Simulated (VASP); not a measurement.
# Sr2Fe (Fm-3m) in VASP: notebook

The runs below take Sr2Fe through relaxation of cell and atoms, with r2SCAN, MS2, r2SCAN+D3(BJ).

Program: VASP 6.6.1. These are calculated values, not measurements. Logs are shortened: lines on timing, memory, paths and dates and some standing lists are left out, and cuts for length are marked.

## Step 1: Starting point

It takes space group Fm-3m (No. 225, cubic). The conventional cell has a = 6.603 Å, b = 6.603 Å, c = 6.603 Å, α = 90.00°, β = 90.00°, γ = 90.00°. Sr (site symmetry -43m) is surrounded by 4 Fe at 2.86 Å. Fe (site symmetry m-3m) has 8 Sr at 2.86 Å as nearest neighbours.

The cell was built by a generator and needn't be a form met in nature.

## Step 2: Relaxation of cell and atoms, r2SCAN, collinear spin, ferromagnetic start

Contents of INCAR:

```
ALGO = Normal ; EDIFF = 1E-6
EDIFFG = -0.01 ; ENCUT = 600
IBRION = 2 ; ISIF = 3
ISMEAR = 1 ; ISPIN = 2
LASPH = T ; LCHARG = F
LMAXMIX = 4 ; LMIXTAU = T
LORBIT = 11 ; LREAL = F
LWAVE = F ; MAGMOM = 0 0 3
METAGGA = R2SCAN ; NELM = 100
NSW = 60 ; PREC = Accurate
SIGMA = 0.1
```

Contents of KPOINTS:

```
k-points
0
Gamma
  7 7 7
```

Contents of POSCAR:

```
Sr2Fe
1.0
    0.0000000000      3.3013433500      3.3013433500
    3.3013433500      0.0000000000      3.3013433500
    3.3013433500      3.3013433500      0.0000000000
Sr Fe
2 1
Direct
    0.2500000000      0.2500000000      0.2500000000
    0.7500000000      0.7500000000      0.7500000000
    0.0000000000      0.0000000000      0.0000000000
```

Potentials or basis: VASP PAW PBE potentials, release 64 (Sr_sv, Fe).

The run is started by

```console
> cat potpaw_PBE.64/Sr_sv/POTCAR potpaw_PBE.64/Fe/POTCAR > POTCAR
> mpirun -np 1 vasp_std > vasp.out
```

OUTCAR:

```text
EDIFF = 1E-6
   EDIFFG = -0.01
   ENCUT = 600
   IBRION = 2
   ISIF = 3
   ISMEAR = 1
   ISPIN = 2
   LASPH = T
   LORBIT = 11
   LREAL = F
   METAGGA = R2SCAN
   NELM = 100
   NSW = 60
   PREC = Accurate

 ion  position               nearest neighbor table
   1  0.250  0.250  0.250-   3 2.86   3 2.86   3 2.86   3 2.86   2 3.30   2 3.30   2 3.30   2 3.30
                             2 3.30   2 3.30
   2  0.750  0.750  0.750-   3 2.86   3 2.86   3 2.86   3 2.86   1 3.30   1 3.30   1 3.30   1 3.30
                             1 3.30   1 3.30
   3  0.000  0.000  0.000-   2 2.86   2 2.86   2 2.86   1 2.86   2 2.86   1 2.86   1 2.86   1 2.86

  LATTYP: Found a face centered cubic cell.
 ALAT       =     6.6026867000

  Lattice vectors:

 A1 = (   0.0000000000,   3.3013433500,   3.3013433500)
 A2 = (   3.3013433500,   0.0000000000,   3.3013433500)
 A3 = (   3.3013433500,   3.3013433500,   0.0000000000)

Analysis of symmetry for initial positions (statically):
=====================================================================
 Subroutine PRICEL returns:
 Original cell was already a primitive cell.

 Routine SETGRP: Setting up the symmetry group for a
 face centered cubic supercell.

 Subroutine GETGRP returns: Found 48 space group operations
 (whereof 48 operations were pure point group operations)
 out of a pool of 48 trial point group operations.

The static configuration has the point symmetry O_h .

Analysis of symmetry for dynamics (positions and initial velocities):
=====================================================================
 Subroutine PRICEL returns:
 Original cell was already a primitive cell.

 Routine SETGRP: Setting up the symmetry group for a
 face centered cubic supercell.

 Subroutine GETGRP returns: Found 48 space group operations
 (whereof 48 operations were pure point group operations)
 out of a pool of 48 trial point group operations.

The dynamic configuration has the point symmetry O_h .

Analysis of structural, dynamic, and magnetic symmetry:
=====================================================================
 Subroutine PRICEL returns:
 Original cell was already a primitive cell.

 Routine SETGRP: Setting up the symmetry group for a
 face centered cubic supercell.

 Subroutine GETGRP returns: Found 48 space group operations
 (whereof 48 operations were pure point group operations)
 out of a pool of 48 trial point group operations.

The overall configuration has the point symmetry O_h .

 Subroutine INISYM returns: Found 48 space group operations
 (whereof 48 operations are pure point group operations),
 and found     1 'primitive' translations

----------------------------------------------------------------------------------------

                                     Primitive cell

  volume of cell :      71.9618

  direct lattice vectors                    reciprocal lattice vectors
     0.000000000  3.301343350  3.301343350    -0.151453498  0.151453498  0.151453498
     3.301343350  0.000000000  3.301343350     0.151453498 -0.151453498  0.151453498
     3.301343350  3.301343350  0.000000000     0.151453498  0.151453498 -0.151453498

  length of vectors
     4.668804540  4.668804540  4.668804540     0.262325154  0.262325154  0.262325154

  position of ions in fractional coordinates (direct lattice)
     0.250000000  0.250000000  0.250000000
     0.750000000  0.750000000  0.750000000
     0.000000000  0.000000000  0.000000000

  ion indices of the primitive-cell ions
   primitive index   ion index
                 1           1
                 2           2
                 3           3

----------------------------------------------------------------------------------------

 KPOINTS: k-points

Automatic generation of k-mesh.
 Grid dimensions read from file:
 generate k-points for:    7    7    7

 Generating k-lattice:

  Cartesian coordinates                     Fractional coordinates (reciprocal lattice)
    -0.021636214  0.021636214  0.021636214     0.142857143  0.000000000  0.000000000
     0.021636214 -0.021636214  0.021636214     0.000000000  0.142857143  0.000000000
     0.021636214  0.021636214 -0.021636214     0.000000000  0.000000000  0.142857143

  Length of vectors
     0.037475022  0.037475022  0.037475022

  Shift w.r.t. Gamma in fractional coordinates (k-lattice)
     0.000000000  0.000000000  0.000000000

 Subroutine IBZKPT returns following result:
 ===========================================

 Found     20 irreducible k-points:

 Following reciprocal coordinates:
            Coordinates               Weight
  0.000000  0.000000  0.000000      1.000000
  0.142857  0.000000  0.000000      8.000000
  0.285714  0.000000  0.000000      8.000000
  0.428571  0.000000  0.000000      8.000000
  0.142857  0.142857  0.000000      6.000000
  0.285714  0.142857  0.000000     24.000000
[... 12 lines left out ...]
 -0.428571  0.428571  0.142857     24.000000
 -0.285714  0.428571  0.142857     24.000000
[... 70 lines left out ...]

 E-fermi :   4.2283     XC(G=0): -10.5717

 val. band max:        4.2259675127   @ k =  -0.1429   0.1429   0.0000
 cond. band min:       4.2359642272   @ k =   0.4286   0.2857   0.1429
 fundamental gap:      0.0099967145
 Fermi energy:         4.2283324916

 spin component 1

 k-point     1 :       0.0000    0.0000    0.0000
  band No.  band energies     occupation
      1     -32.6235      1.00000
      2     -32.2801      1.00000
      3     -14.3908      1.00000
      4     -14.3908      1.00000
      5     -14.3908      1.00000
      6     -13.6013      1.00000
[... 12 lines left out ...]
     19       6.2574      0.00000
     20       8.7548      0.00000
[... 415 lines left out ...]
 k-point    20 :      -0.2857    0.4286    0.1429
  band No.  band energies     occupation
      1     -32.4530      1.00000
      2     -32.4395      1.00000
      3     -14.6871      1.00000
      4     -14.5861      1.00000
      5     -14.1704      1.00000
      6     -13.9233      1.00000
[... 12 lines left out ...]
     19       7.3132      0.00000
     20       7.7927      0.00000
 Fermi energy:         4.2283324916

 spin component 2

 k-point     1 :       0.0000    0.0000    0.0000
  band No.  band energies     occupation
      1     -32.6901      1.00000
      2     -32.3290      1.00000
      3     -14.4897      1.00000
      4     -14.4897      1.00000
      5     -14.4897      1.00000
      6     -13.6657      1.00000
[... 12 lines left out ...]
     19       6.5862      0.00000
     20       9.7466      0.00000
[... 607 lines left out ...]
 POSITION                                       TOTAL-FORCE (eV/Angst)
 -----------------------------------------------------------------------------------
      1.95984      1.95984      1.95984         0.000000      0.000000      0.000000
      5.87953      5.87953      5.87953        -0.000000     -0.000000     -0.000000
      0.00000      0.00000      0.00000        -0.000000      0.000000     -0.000000
 -----------------------------------------------------------------------------------
    total drift:                               -0.000000     -0.000000      0.000000

  FREE ENERGIE OF THE ION-ELECTRON SYSTEM (eV)
  ---------------------------------------------------
  free  energy   TOTEN  =       -42.7010697129 eV

  energy  without entropy=      -42.7015288923  energy(sigma->0) =      -42.70122277

--------------------------------------- Ionic step        6  -------------------------------------------

 number of electron      27.9999996 magnetization      -2.6414734

 Free energy of the ion-electron system (eV)
  ---------------------------------------------------
  ext. energy  EPLUGINS =         0.00000000
  ---------------------------------------------------
  free energy    TOTEN  =       -42.70119984 eV

  energy without entropy =      -42.70162492  energy(sigma->0) =      -42.70134153

 E-fermi :   1.9618     XC(G=0):  -8.4172

 val. band max:        1.9237349921   @ k =  -0.4286   0.1429   0.0000
 cond. band min:       1.9845501327   @ k =  -0.2857   0.1429   0.0000
 fundamental gap:      0.0608151406
 Fermi energy:         1.9618179271

 spin component 1

 k-point     1 :       0.0000    0.0000    0.0000
  band No.  band energies     occupation
      1     -35.7780      1.00000
      2     -35.7303      1.00000
      3     -17.2452      1.00000
      4     -17.2452      1.00000
      5     -17.2452      1.00000
      6     -17.0508      1.00000
[... 12 lines left out ...]
     19       3.6223     -0.00000
     20       5.6872      0.00000
[... 415 lines left out ...]
 k-point    20 :      -0.2857    0.4286    0.1429
  band No.  band energies     occupation
      1     -35.7547      1.00000
      2     -35.7528      1.00000
      3     -17.3023      1.00000
      4     -17.2821      1.00000
      5     -17.1847      1.00000
      6     -17.1258      1.00000
[... 12 lines left out ...]
     19       4.2486      0.00000
     20       4.4704      0.00000
 Fermi energy:         1.9618179271

 spin component 2

 k-point     1 :       0.0000    0.0000    0.0000
  band No.  band energies     occupation
      1     -35.7360      1.00000
      2     -35.6920      1.00000
      3     -17.1899      1.00000
      4     -17.1899      1.00000
      5     -17.1899      1.00000
      6     -17.0096      1.00000
[... 12 lines left out ...]
     19       3.5479     -0.00000
     20       4.9788      0.00000
[... 457 lines left out ...]
 POSITION                                       TOTAL-FORCE (eV/Angst)
 -----------------------------------------------------------------------------------
      1.95781      1.95781      1.95781         0.000000      0.000000      0.000000
      5.87343      5.87343      5.87343        -0.000000     -0.000000     -0.000000
      3.91562     -0.00000      3.91562        -0.000000     -0.000000     -0.000000
 -----------------------------------------------------------------------------------
    total drift:                               -0.000000     -0.000000      0.000000

  FREE ENERGIE OF THE ION-ELECTRON SYSTEM (eV)
  ---------------------------------------------------
  free  energy   TOTEN  =       -42.7011998366 eV

  energy  without entropy=      -42.7016249180  energy(sigma->0) =      -42.70134153

 reached required accuracy - stopping structural energy minimisation

 total charge

# of ion       s       p       d       tot
------------------------------------------
    1        2.056   5.803   0.166   8.026
    2        2.056   5.803   0.166   8.026
    3        0.504   0.184   6.050   6.738
--------------------------------------------------
tot          4.616  11.791   6.383  22.790

 magnetization (x)

# of ion       s       p       d       tot
------------------------------------------
    1        0.010   0.004   0.037   0.051
    2        0.010   0.004   0.037   0.051
    3       -0.059  -0.014  -2.969  -3.042
--------------------------------------------------
tot         -0.039  -0.006  -2.895  -2.941
```

Run time: 30 min. Hardware: 1 thread of Intel Xeon Platinum 8488C (Sapphire Rapids), shared host; peak memory 0.35 GiB.

Results:

- Free energy: -42.7012 eV
- Relaxed volume: 40.02 Å³/atom
- Relaxed cell: a = 5.538 Å, b = 5.538 Å, c = 5.538 Å, α = 60.00°, β = 60.00°, γ = 60.00°
- Space group after relaxing (to 0.05 Å): Fm-3m (No. 225)
- Energy gained by relaxing: 662.2 meV/atom
- Ionic steps: 6
- Pressure after relaxing: 0.0 GPa
- Band gap on the k mesh: none (metal or under the smearing width)
- Net moment: -2.64 μB per cell
- Site moments: Sr +0.05; Fe -3.04 μB
- Valence electrons inside the program's atomic spheres: Sr 8.03; Fe 6.74

The path:
```csv
step,energy change (eV),largest force (eV/Å),pressure (GPa),volume (Å³)
1,0.0000,0.0000,18.53,71.96
2,-1.8674,0.0000,2.84,104.90
3,-1.9797,0.0000,0.58,115.98
4,-1.9865,0.0000,0.08,119.33
5,-1.9865,0.0000,-0.08,120.44
6,-1.9866,0.0000,-0.03,120.07
```

Final structure:
```yaml
crystal:
  lattice:
    - [0.00000, 3.91562, 3.91562]
    - [3.91562, 0.00000, 3.91562]
    - [3.91562, 3.91562, 0.00000]
  atoms:
    - { symbol: Sr, position: [0.25000, 0.25000, 0.25000] }
    - { symbol: Sr, position: [0.75000, 0.75000, 0.75000] }
    - { symbol: Fe, position: [0.00000, 0.00000, 0.00000] }
```

Levels at points of the mesh, in eV from the Fermi level:
Spin up:
```tsv
k point	band 11	band 12	band 13	band 14	band 15	band 16
(0.00, 0.00, 0.00)	-1.16	-0.09	-0.09	-0.09	0.86	0.86
```
Spin down:
| k point | band 13 | band 14 | band 15 | band 16 | band 17 | band 18 |
| --- | --- | --- | --- | --- | --- | --- |
| (0.00, 0.00, 0.00) | -2.84 | -2.84 | -0.06 | -0.06 | -0.06 | 1.59 |

Caveat: the volume moved by over 15 % at a fixed basis, so the end points are rough; the PAW data sets were made with another functional, which shifts forces and pressure a little.

## Step 3: Relaxation of cell and atoms, MS2, collinear spin, ferromagnetic start

Contents of INCAR:

```
ALGO = Normal ; EDIFF = 1E-6
EDIFFG = -0.01 ; ENCUT = 600
IBRION = 2 ; ISIF = 3
ISMEAR = 1 ; ISPIN = 2
LASPH = True ; LCHARG = False
LMAXMIX = 4 ; LMIXTAU = True
LORBIT = 11 ; LREAL = False
LWAVE = False ; MAGMOM = 0 0 3
METAGGA = MS2 ; NELM = 100
NSW = 60 ; PREC = Accurate
SIGMA = 0.1
```

KPOINTS is that of step 2.

POSCAR is that of step 2.

Potentials or basis: VASP PAW PBE potentials, release 64 (Sr_sv, Fe).

The run is started by

```console
> cat potpaw_PBE.64/Sr_sv/POTCAR potpaw_PBE.64/Fe/POTCAR > POTCAR
> mpirun -np 1 vasp_std > vasp.out
```

Wall time 33 min (1 thread of Intel Xeon Platinum 8488C (Sapphire Rapids), shared host); peak memory 0.35 GiB.

The run converged. Its results:

| Item | Value |
| --- | --- |
| Free energy | -14.1391 eV |
| Relaxed volume | 39.58 Å³/atom |
| Relaxed cell | a = 5.517 Å, b = 5.517 Å, c = 5.517 Å, α = 60.00°, β = 60.00°, γ = 60.00° |
| Space group after relaxing (to 0.05 Å) | Fm-3m (No. 225) |
| Energy gained by relaxing | 649.3 meV/atom |
| Ionic steps | 8 |
| Pressure after relaxing | 0.0 GPa |
| Band gap on the k mesh | none (metal or under the smearing width) |
| Net moment | 2.94 μB per cell |
| Site moments | Sr -0.01; Fe +2.88 μB |
| Valence electrons inside the program's atomic spheres | Sr 8.03; Fe 6.76 |

Step by step:
| step | energy change (eV) | largest force (eV/Å) | pressure (GPa) | volume (Å³) |
| --- | --- | --- | --- | --- |
| 1 | 0.0000 | 0.0000 | 18.60 | 71.96 |
| 2 | -1.8484 | 0.0000 | 2.57 | 105.03 |
| 3 | -1.9401 | 0.0000 | 0.64 | 114.74 |
| 4 | -1.9479 | 0.0000 | 0.04 | 118.51 |
| 5 | -1.9476 | 0.0000 | -0.07 | 119.60 |
| 6 | -1.9477 | 0.0000 | -0.07 | 119.29 |
| 7 | -1.9478 | 0.0000 | 0.05 | 118.37 |
| 8 | -1.9479 | 0.0000 | 0.02 | 118.74 |

Final structure:
```
CELL_PARAMETERS angstrom
0.00000 3.90112 3.90112
3.90112 0.00000 3.90112
3.90112 3.90112 0.00000
ATOMIC_POSITIONS crystal
Sr 0.25000 0.25000 0.25000
Sr 0.75000 0.75000 0.75000
Fe 0.00000 0.00000 0.00000
```

Levels at points of the mesh, in eV from the Fermi level:
Spin up:
```tsv
k point	band 12	band 13	band 14	band 15	band 16	band 17	band 18	band 19
(0.00, 0.00, 0.00)	-3.19	-2.27	-2.27	-0.15	-0.15	-0.15	1.42	1.42
```
Spin down:
```csv
k point,band 8,band 9,band 10,band 11,band 12,band 13,band 14,band 15,band 16,band 17
"(0.00, 0.00, 0.00)",-18.84,-4.39,-1.48,-1.44,0.00,0.00,0.00,0.96,0.96,0.96
```

Caveat: the volume moved by over 15 % at a fixed basis, so the end points are rough; the PAW data sets were made with another functional, which shifts forces and pressure a little.

## Step 4: Relaxation of cell and atoms, r2SCAN+D3(BJ), collinear spin, ferromagnetic start

Contents of INCAR:

```
  PREC = Accurate
  ENCUT = 600
  EDIFF = 1E-6
  ISMEAR = 1
  SIGMA = 0.1
  LREAL = False
  LASPH = True
  NELM = 150
  ALGO = Normal
  ISIF = 3
  LWAVE = False
  LCHARG = False
  ISPIN = 2
  MAGMOM = 0 0 3
  LORBIT = 11
  LMAXMIX = 4
  METAGGA = R2SCAN
  LMIXTAU = True
  IVDW = 12
  VDW_S6 = 1.0
  VDW_S8 = 0.78981345
  VDW_A1 = 0.49484001
  VDW_A2 = 5.73083694
  IBRION = 2
  NSW = 60
  EDIFFG = -0.01
```

Contents of KPOINTS:

```
regular mesh
0
Gamma
  7 7 7
```

POSCAR is that of step 3.

The run is started by

```console
> cat potpaw_PBE.64/Sr_sv/POTCAR potpaw_PBE.64/Fe/POTCAR > POTCAR
> mpirun -np 1 vasp_std > vasp.out
```

It took 23 min on 1 thread of Intel Xeon Platinum 8488C (Sapphire Rapids), shared host; peak memory 0.37 GiB.

It converged, with:

| Property | Result |
| --- | --- |
| Free energy | -42.9926 eV |
| Relaxed volume | 39.08 Å³/atom |
| Relaxed cell | a = 5.494 Å, b = 5.494 Å, c = 5.494 Å, α = 60.00°, β = 60.00°, γ = 60.00° |
| Space group after relaxing (to 0.05 Å) | Fm-3m (No. 225) |
| Energy gained by relaxing | 597.1 meV/atom |
| Ionic steps | 6 |
| Pressure after relaxing | 0.0 GPa |
| Band gap on the k mesh | none (metal or under the smearing width) |
| Net moment | -2.66 μB per cell |
| Site moments | Sr +0.05; Fe -3.03 μB |
| Valence electrons inside the program's atomic spheres | Sr 8.04; Fe 6.75 |
| Dispersion energy per atom | -0.098 eV |

The path:
```tsv
step	energy change (eV)	largest force (eV/Å)	pressure (GPa)	volume (Å³)
1	0.0000	0.0000	17.43	71.96
2	-1.6755	0.0000	2.86	102.71
3	-1.7856	0.0000	0.53	113.61
4	-1.7911	0.0000	0.07	116.55
5	-1.7911	0.0000	-0.08	117.59
6	-1.7912	0.0000	-0.03	117.25
```

Final structure:
```
CELL_PARAMETERS angstrom
0.00000 3.88468 3.88468
3.88468 0.00000 3.88468
3.88468 3.88468 0.00000
ATOMIC_POSITIONS crystal
Sr 0.25000 0.25000 0.25000
Sr 0.75000 0.75000 0.75000
Fe 0.00000 0.00000 0.00000
```

Levels at points of the mesh, in eV from the Fermi level:
Spin up:
```csv
k point,band 10,band 11,band 12,band 13,band 14,band 15,band 16,band 17
"(0.00, 0.00, 0.00)",-1.20,-1.20,-0.11,-0.11,-0.11,0.84,0.84,0.85
```
Spin down:
| k point | band 13 | band 14 | band 15 | band 16 | band 17 | band 18 |
| --- | --- | --- | --- | --- | --- | --- |
| (0.00, 0.00, 0.00) | -2.86 | -2.86 | -0.09 | -0.09 | -0.09 | 1.59 |

Caveat: the volume moved by over 15 % at a fixed basis, so the end points are rough; the PAW data sets were made with another functional, which shifts forces and pressure a little; pairwise dispersion overbinds metals, which lowers pressure and volume.

## Step 5: The runs side by side

```csv
level,gap on the mesh (eV),pressure (GPa),moment (μB),relaxed volume (Å³/atom)
r2SCAN,none,0.0,2.64,40.02
MS2,none,0.0,2.94,39.58
r2SCAN+D3(BJ),none,0.0,2.66,39.08
```

Alike in all rows: task relaxation of cell and atoms; potentials or basis VASP PAW PBE potentials, release 64 (Sr_sv, Fe); spin collinear, ferromagnetic start; cell relaxed; k mesh 7 × 7 × 7; cutoff (eV) 600; smearing methfessel-paxton 0.1 eV.

Caveats: the volume moved by over 15 % at a fixed basis, so the end points are rough; the PAW data sets were made with another functional, which shifts forces and pressure a little; pairwise dispersion overbinds metals, which lowers pressure and volume (some runs).

Total energies depend on the potentials used, so only differences within one code and one set of settings carry meaning.
